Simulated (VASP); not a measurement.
Input:

```
InP
1.0
    0.00000     2.95848     2.95848
    2.95848     0.00000     2.95848
    2.95848     2.95848     0.00000
In P
1 1
Direct
  0.00000   0.00000   0.00000
  0.25000   0.25000   0.25000
```

The numbers are results of PBE GGA with D3 dispersion (zero damping), VASP's PBE PAW potentials (set 64) (plane waves; VASP), not measurements. Run with 520 eV cut-off, 9×9×9 Γ-centred mesh, tetrahedra with Blöchl corrections, potentials In_d P.

Unless said otherwise, spin-orbit coupling is left out, though it shifts the bands of the heavy elements here.

Question: What does the run give for the energy per atom (σ→0), band gap (on the k-mesh) with the smallest direct gap where there is one?

Answer: 
```
Item                                          Value
-----------------------------------  --------------
band gap (on the k-mesh)                    0.56 eV
smallest direct gap (on the k-mesh)         0.56 eV
energy per atom (σ→0)                -4.394 eV/atom
```

Total energies compare only between runs with the same potentials, cut-off and functional.

The compound is InP in the zinc blende structure. It was relaxed first.
